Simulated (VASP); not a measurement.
# Si48H21CN in VASP: single point with PBE+D3(BJ)

Aim: the single point of Si48H21CN with PBE+D3(BJ).

All numbers are computed with VASP 6.6.1; they aren't measurements. Logs are shortened: lines on timing, memory, paths and dates and some standing lists are left out, and cuts for length are marked.

## (1) The structure

The cell holds a slab with vacuum, 71 atoms: a = 10.862 Å, b = 10.862 Å, c = 23.428 Å, α = 90.00°, β = 90.00°, γ = 90.00°.

The cell was built by a generator and needn't be a form met in nature.

## (2) Single point, PBE+D3(BJ)

INCAR

```
SYSTEM = Si48H21CN
PREC     = Accurate       ! precision mode
ENCUT    = 400            ! plane-wave cutoff, eV
EDIFF    = 1E-6           ! SCF threshold, eV
ISMEAR   = 0              ! smearing method
SIGMA    = 0.05           ! smearing width, eV
LREAL    = Auto         
LASPH    = .TRUE.         ! aspherical terms in the spheres
NELM     = 80             ! most SCF steps
ALGO     = Normal         ! electronic algorithm
ISIF     = 2              ! what is computed and relaxed
LWAVE    = .FALSE.        ! write WAVECAR
LCHARG   = .FALSE.        ! write CHGCAR
GGA      = PE             ! functional
IVDW     = 12             ! dispersion correction
ISYM     = 0            
NCORE    = 4
```

KPOINTS

```
Automatic mesh
0
G
  1 1 1
  0 0 0
```

POSCAR

```
Si48H21CN
1.0
    7.6805938572      7.6805938572      0.0000000000
   -7.6805938572      7.6805938572      0.0000000000
    0.0000000000      0.0000000000     23.4276500000
Si H N C
48 21 1 1
Direct
    0.7005149941      0.2994850059      0.4169282877
    0.7994850059      0.7005149941      0.4169282877
    0.0494850059      0.9505149941      0.4310142076
    0.2994850059      0.2005149941      0.4169282877
    0.9505149941      0.5494850059      0.4451001274
    0.2005149941      0.7994850059      0.4310142076
    0.4505149941      0.0494850059      0.4451001274
    0.5494850059      0.4505149941      0.4451001274
    0.8750000000      0.3750000000      0.3773276449
    0.8750000000      0.8750000000      0.3773276449
    0.1250000000      0.1250000000      0.3773276449
    0.3750000000      0.3750000000      0.3773276449
    0.1250000000      0.6250000000      0.3773276449
    0.3750000000      0.8750000000      0.3773276449
    0.6250000000      0.1250000000      0.3773276449
    0.6250000000      0.6250000000      0.3773276449
    0.0000000000      0.2500000000      0.3193726217
    0.0000000000      0.7500000000      0.3193726217
    0.2500000000      0.0000000000      0.3193726217
    0.5000000000      0.2500000000      0.3193726217
    0.2500000000      0.5000000000      0.3193726217
    0.5000000000      0.7500000000      0.3193726217
    0.7500000000      0.0000000000      0.3193726217
    0.7500000000      0.5000000000      0.3193726217
    0.8750000000      0.1250000000      0.2614175984
    0.8750000000      0.6250000000      0.2614175984
    0.1250000000      0.8750000000      0.2614175984
    0.3750000000      0.1250000000      0.2614175984
    0.1250000000      0.3750000000      0.2614175984
    0.3750000000      0.6250000000      0.2614175984
    0.6250000000      0.8750000000      0.2614175984
    0.6250000000      0.3750000000      0.2614175984
    0.7500000000      0.2500000000      0.2034625752
    0.7500000000      0.7500000000      0.2034625752
    0.0000000000      0.0000000000      0.2034625752
    0.2500000000      0.2500000000      0.2034625752
    0.0000000000      0.5000000000      0.2034625752
    0.2500000000      0.7500000000      0.2034625752
    0.5000000000      0.0000000000      0.2034625752
    0.5000000000      0.5000000000      0.2034625752
    0.8750000000      0.3750000000      0.1455075520
    0.8750000000      0.8750000000      0.1455075520
    0.1250000000      0.1250000000      0.1455075520
    0.3750000000      0.3750000000      0.1455075520
    0.1250000000      0.6250000000      0.1455075520
    0.3750000000      0.8750000000      0.1455075520
    0.6250000000      0.1250000000      0.1455075520
    0.6250000000      0.6250000000      0.1455075520
    0.9516281893      0.2983718107      0.1067115140
    0.7983718107      0.4516281893      0.1067115140
    0.9516281893      0.7983718107      0.1067115140
    0.7983718107      0.9516281893      0.1067115140
    0.2016281893      0.0483718107      0.1067115140
    0.0483718107      0.2016281893      0.1067115140
    0.4516281893      0.2983718107      0.1067115140
    0.2983718107      0.4516281893      0.1067115140
    0.2016281893      0.5483718107      0.1067115140
    0.0483718107      0.7016281893      0.1067115140
    0.4516281893      0.7983718107      0.1067115140
    0.2983718107      0.9516281893      0.1067115140
    0.7016281893      0.0483718107      0.1067115140
    0.5483718107      0.2016281893      0.1067115140
    0.7016281893      0.5483718107      0.1067115140
    0.5483718107      0.7016281893      0.1067115140
    0.2221836175      0.6675332455      0.5091014764
    0.1956538069      0.9283719948      0.5377880855
    0.0716704961      0.8220544100      0.5405494039
    0.1992697076      0.8056137605      0.5872813754
    0.0172289682      0.9827710318      0.4878166351
    0.2418572396      0.7581427604      0.5038173189
    0.1721358062      0.8318560660      0.5441971988
```

Potentials or basis: VASP PAW PBE potentials, release 64 (Si, H, N, C).

The run is started by

```
$ cat potpaw_PBE.64/Si/POTCAR potpaw_PBE.64/H/POTCAR potpaw_PBE.64/N/POTCAR potpaw_PBE.64/C/POTCAR > POTCAR
$ mpirun -np 8 vasp_gam > vasp.out
```

OUTCAR:

```text
SYSTEM = Si48H21CN
   PREC = Accurate
   ENCUT = 400
   EDIFF = 1E-6
   ISMEAR = 0
   LREAL = Auto
   LASPH = .TRUE.
   NELM = 80
   ISIF = 2
   GGA = PE
   IVDW = 12
   ISYM = 0
 IVDW          = 12

 ion  position               nearest neighbor table
   1  0.701  0.299  0.417-   9 2.26  15 2.26   8 2.41
   2  0.799  0.701  0.417-  10 2.26  16 2.26   5 2.41
   3  0.049  0.951  0.431-  69 1.42   6 2.32  11 2.42  10 2.42
   4  0.299  0.201  0.417-  11 2.26  12 2.26   7 2.41
   5  0.951  0.549  0.445-   2 2.41   9 2.60  13 2.60
   6  0.201  0.799  0.431-  70 1.82   3 2.32  14 2.42  13 2.42
   7  0.451  0.049  0.445-   4 2.41  14 2.60  15 2.60
   8  0.549  0.451  0.445-   1 2.41  12 2.60  16 2.60
   9  0.875  0.375  0.377-   1 2.26  17 2.35  24 2.35   5 2.60
  10  0.875  0.875  0.377-   2 2.26  18 2.35  23 2.35   3 2.42
  11  0.125  0.125  0.377-   4 2.26  17 2.35  19 2.35   3 2.42
  12  0.375  0.375  0.377-   4 2.26  20 2.35  21 2.35   8 2.60
  13  0.125  0.625  0.377-  18 2.35  21 2.35   6 2.42   5 2.60
  14  0.375  0.875  0.377-  19 2.35  22 2.35   6 2.42   7 2.60
[... 32 lines left out ...]
  47  0.625  0.125  0.146-  61 1.49  62 1.49  33 2.35  39 2.35
  48  0.625  0.625  0.146-  63 1.49  64 1.49  34 2.35  40 2.35
  49  0.952  0.298  0.107-  41 1.49
  50  0.798  0.452  0.107-  41 1.49
  51  0.952  0.798  0.107-  42 1.49
  52  0.798  0.952  0.107-  42 1.49
  53  0.202  0.048  0.107-  43 1.49
  54  0.048  0.202  0.107-  43 1.49
[... 13 lines left out ...]
  68  0.199  0.806  0.587-  71 1.09
  69  0.017  0.983  0.488-   3 1.42
  70  0.242  0.758  0.504-  65 1.01  71 1.45   6 1.82
  71  0.172  0.832  0.544-  66 1.09  68 1.09  67 1.10  70 1.45

IMPORTANT INFORMATION: All symmetrisations will be switched off!
NOSYMM: (Re-)initialisation of all symmetry stuff for point group C_1.

----------------------------------------------------------------------------------------

                                     Primitive cell

  volume of cell :    2764.0655

  direct lattice vectors                    reciprocal lattice vectors
     7.680593857  7.680593857  0.000000000     0.065099133  0.065099133  0.000000000
    -7.680593857  7.680593857  0.000000000    -0.065099133  0.065099133  0.000000000
     0.000000000  0.000000000 23.427650000     0.000000000  0.000000000  0.042684606

  length of vectors
    10.862000000 10.862000000 23.427650000     0.092064077  0.092064077  0.042684606

  position of ions in fractional coordinates (direct lattice)
     0.700514994  0.299485006  0.416928288
     0.799485006  0.700514994  0.416928288
     0.049485006  0.950514994  0.431014208
     0.299485006  0.200514994  0.416928288
     0.950514994  0.549485006  0.445100127
     0.200514994  0.799485006  0.431014208
[... 63 lines left out ...]
     0.241857240  0.758142760  0.503817319
     0.172135806  0.831856066  0.544197199

  ion indices of the primitive-cell ions
   primitive index   ion index
                 1           1
                 2           2
                 3           3
                 4           4
                 5           5
                 6           6
[... 63 lines left out ...]
                70          70
                71          71

----------------------------------------------------------------------------------------

 KPOINTS: Automatic mesh

Automatic generation of k-mesh.
 Grid dimensions read from file:
 generate k-points for:    1    1    1

 Generating k-lattice:

  Cartesian coordinates                     Fractional coordinates (reciprocal lattice)
     0.065099133  0.065099133  0.000000000     1.000000000  0.000000000  0.000000000
    -0.065099133  0.065099133  0.000000000     0.000000000  1.000000000  0.000000000
     0.000000000  0.000000000  0.042684606     0.000000000  0.000000000  1.000000000

  Length of vectors
     0.092064077  0.092064077  0.042684606

  Shift w.r.t. Gamma in fractional coordinates (k-lattice)
     0.000000000  0.000000000  0.000000000

 Subroutine IBZKPT returns following result:
 ===========================================

 Found      1 irreducible k-points:

 Following reciprocal coordinates:
            Coordinates               Weight
  0.000000  0.000000  0.000000      1.000000
   k-points           NKPTS =      1   k-points in BZ     NKDIM =      1   number of bands    NBANDS=    148
   number of dos      NEDOS =    301   number of ions     NIONS =     71
   total plane-waves  NPLWV = 829440
   dimension x,y,z NGX =    72 NGY =   72 NGZ =  160
   dimension x,y,z NGXF=   144 NGYF=  144 NGZF=  320
   ions per type =              48  21   1   1
   NGX,Y,Z   is equivalent  to a cutoff of  11.02, 11.02, 11.35 a.u.
   NGXF,Y,Z  is equivalent  to a cutoff of  22.04, 22.04, 22.71 a.u.
 SYSTEM =  Si48H21CN
   PREC   = accura    normal or accurate (medium, high low for compatibility)
   ISTART =      0    job   : 0-new  1-cont  2-samecut
   ICHARG =      2    charge: 1-file 2-atom 10-const
   ISPIN  =      1    spin polarized calculation?
   LNONCOLLINEAR =      F non collinear calculations
   LSORBIT =      F    spin-orbit coupling
   LASPH  =      T    aspherical Exc in radial PAW
   ENCUT  =  400.0 eV  29.40 Ry    5.42 a.u.  17.71 17.71 38.20*2*pi/ulx,y,z
   NELM   =     80;   NELMIN=  2; NELMDL= -5     # of ELM steps
   EDIFF  = 0.1E-05   stopping-criterion for ELM
   LREAL  =      T    real-space projection
   EDIFFG = 0.1E-04   stopping-criterion for IOM
   NSW    =      0    number of steps for IOM
   IBRION =     -1    ionic relax: 0-MD 1-quasi-New 2-CG
   NFREE  =      0    steps in history (QN), initial steepest desc. (CG)
   ISIF   =      2    stress and relaxation
   ISYM   =      0    0-nonsym 1-usesym 2-fastsym
   POTIM  = 0.5000    time-step for ionic-motion
   TEBEG  =    0.0;   TEEND  =   0.0 temperature during run
   PSTRESS=    0.0 pullay stress
   NELECT =     222.0000    total number of electrons
   NUPDOWN=      -1.0000    fix difference up-down
   EMIN   =  10.00;   EMAX   =-10.00  energy-range for DOS
   EFERMI =   0.00;   METHOD = LEGACY
   ISMEAR =     0;   SIGMA  =   0.05  broadening in eV -4-tet -1-fermi 0-gaus
   EFERMI_NEDOS =   21; number of points for ismear=-14 and -15
   IALGO  =     38    algorithm
   IMIX   =      4    mixing-type and parameters
     AMIX     =   0.40;   BMIX     =  1.00
     AMIX_MAG =   1.60;   BMIX_MAG =  1.00
  volume/ion in A,a.u.               =      38.93       262.72
  Fermi-wavevector in a.u.,A,eV,Ry     =   0.706333  1.334776  6.788039  0.498907
  Thomas-Fermi vector in A             =   1.792086
   LORBIT       =      0    0 simple, 1 ext, 2 COOP (PROOUT), +10 PAW based schemes
   GGA     = PE    functional components
   LHFCALC =     F    Hartree Fock is set to
   AEXX    =    0.0000 exact exchange contribution
   IVDW    =    12    specifies the selected vdW correction
   LEPSILON=     F    determine dielectric tensor
   LRPA    =     F    only Hartree local field effects (RPA)
 non-spin polarized calculation
 Gauss-broadening in eV      SIGMA  =   0.05
  energy-cutoff  :      400.00
  volume of cell :     2764.07
 maximum number of plane-waves:     25105
 NGX is ok and might be reduce to    70
   NGX = 35   NGY = 35   NGZ = 77

 number of electron     221.9999949 magnetization

 Free energy of the ion-electron system (eV)
  ---------------------------------------------------
  ext. energy  EPLUGINS =         0.00000000
  ---------------------------------------------------
  free energy    TOTEN  =      -334.97248786 eV

  energy without entropy =     -334.95246824  energy(sigma->0) =     -334.96247805

 E-fermi :  -0.8549     XC(G=0):  -4.2634

 val. band max:       -0.9059364452   @ k =   0.0000   0.0000   0.0000
 cond. band min:      -0.8039631348   @ k =   0.0000   0.0000   0.0000
 fundamental gap:      0.1019733105
 Fermi energy:        -0.8549137444

 k-point     1 :       0.0000    0.0000    0.0000
  band No.  band energies     occupation
      1     -18.1866      2.00000
      2     -12.6323      2.00000
      3     -12.4842      2.00000
      4     -11.6134      2.00000
      5     -11.5737      2.00000
      6     -11.5411      2.00000
[... 115 lines left out ...]
    122       1.0990      0.00000
    123       1.1108      0.00000
 [bands above 123 left out]

------------------------ aborting loop because EDIFF is reached ----------------------------------------

 Edisp (eV)  -12.85983

 E8    (eV) :    -5.3285

  FORCE on cell =-STRESS in cart. coord.  units (eV):
  Direction    XX          YY          ZZ          XY          YZ          ZX
  --------------------------------------------------------------------------------------
  -------------------------------------------------------------------------------------
  Total      19.18055    -1.46802    -8.88596    -0.28506     0.01781     0.89521
  in kB      11.11791    -0.85093    -5.15070    -0.16523     0.01033     0.51890
  external pressure =        1.71 kB  Pullay stress =        0.00 kB

 VOLUME and BASIS-vectors are now :
 -----------------------------------------------------------------------------
  energy-cutoff  :      400.00
  volume of cell :     2764.07
      direct lattice vectors                 reciprocal lattice vectors
     7.680593857  7.680593857  0.000000000     0.065099133  0.065099133  0.000000000
    -7.680593857  7.680593857  0.000000000    -0.065099133  0.065099133  0.000000000
     0.000000000  0.000000000 23.427650000     0.000000000  0.000000000  0.042684606

 POSITION                                       TOTAL-FORCE (eV/Angst)
 -----------------------------------------------------------------------------------
      3.08015      7.68059      9.76765        -0.343515     -0.034228     -0.616325
      0.76015     11.52089      9.76765         0.847707     -0.132200     -0.310552
     -6.92045      7.68059     10.09765        -0.713633      0.023117     -1.981646
      0.76015      3.84030      9.76765         0.820438      0.142460     -0.323477
      3.08015     11.52089     10.42765         0.661873     -0.039181     -0.838523
     -4.60045      7.68059     10.09765         2.148757      0.161749     -0.094333
[... 63 lines left out ...]
     -3.96538      7.68059     11.80326        -0.637431     -0.005452     -1.604084
     -5.06704      7.71125     12.74926         0.268951     -0.060869      0.542919
 -----------------------------------------------------------------------------------
    total drift:                                0.000451      0.001131     -0.013088

  FREE ENERGIE OF THE ION-ELECTRON SYSTEM (eV)
  ---------------------------------------------------
  free  energy   TOTEN  =      -347.8323215178 eV

  energy  without entropy=     -347.8123018926  energy(sigma->0) =     -347.82231171
```

Wall time 2 min (8 MPI ranks of Intel Xeon Platinum 8559C (Emerald Rapids), shared host); peak memory 0.36 GiB.

What came out:

| Property | Result |
| --- | --- |
| Free energy | -347.8323 eV |
| Largest force | 2.157 eV/Å |
| Band gap on the k mesh | 0.10 eV, direct |
| Dispersion energy per atom | -0.181 eV |

Forces on the atoms (eV/Å):
```
Si  -0.344 -0.034 -0.616
Si   0.848 -0.132 -0.311
Si  -0.714  0.023 -1.982
Si   0.820  0.142 -0.323
Si   0.662 -0.039 -0.839
Si   2.149  0.162 -0.094
Si   0.664  0.035 -0.836
Si  -0.809  0.008 -0.786
Si  -0.373  1.188  0.746
Si   0.088  0.900  0.204
Si   0.094 -0.918  0.208
Si   0.273  1.037  0.621
Si  -1.255 -0.308  0.836
Si  -1.295  0.323  0.928
Si  -0.384 -1.060  0.701
Si   0.282 -1.075  0.654
Si  -0.065 -0.047  0.369
Si   0.465 -0.169 -0.521
Si   0.450  0.156 -0.578
Si   0.042 -0.038 -0.441
Si  -0.083  0.037  0.394
Si  -0.084 -0.026  0.386
Si  -0.063  0.040  0.366
Si   0.051 -0.003 -0.454
Si   0.053 -0.004  0.008
Si   0.062  0.040 -0.002
Si  -0.303  0.011 -0.105
Si   0.057 -0.072  0.015
Si   0.025  0.018  0.047
Si   0.036  0.002  0.029
Si   0.022 -0.029  0.041
Si  -0.246  0.001 -0.002
Si  -0.052 -0.007 -0.138
Si   0.098 -0.068 -0.164
Si   0.109 -0.001 -0.175
Si   0.100  0.060 -0.154
Si  -0.105  0.003 -0.130
Si  -0.081 -0.002 -0.170
Si  -0.100 -0.005 -0.133
Si   0.084  0.002 -0.160
Si   0.074  0.014  0.094
Si  -0.105  0.029  0.088
Si  -0.104 -0.026  0.087
Si  -0.113 -0.003  0.088
Si   0.083  0.020  0.089
Si   0.082 -0.014  0.092
Si   0.075 -0.010  0.093
Si  -0.115  0.011  0.086
H   -0.271 -0.010  0.046
H    0.266 -0.004  0.063
H   -0.270 -0.004  0.060
H    0.281 -0.026  0.030
H   -0.271  0.005  0.060
H    0.281  0.023  0.030
H   -0.267 -0.002  0.062
H    0.286 -0.006  0.032
H   -0.278  0.012  0.046
H    0.269 -0.008  0.062
H   -0.276 -0.014  0.045
H    0.270  0.008  0.061
H   -0.271  0.009  0.046
H    0.266  0.004  0.063
H   -0.267  0.002  0.062
H    0.285  0.005  0.031
H    0.344 -0.325  0.148
H   -0.224  0.287  0.099
H   -0.136 -0.118  0.101
H    0.002  0.059  0.456
H   -0.709 -0.001  1.301
N   -0.637 -0.005 -1.604
C    0.269 -0.061  0.543
```

Caveat: the cutoff is under 1.25 times the usual one of these potentials, so pressure, stress and relaxed cells hold a basis-set (Pulay) error.
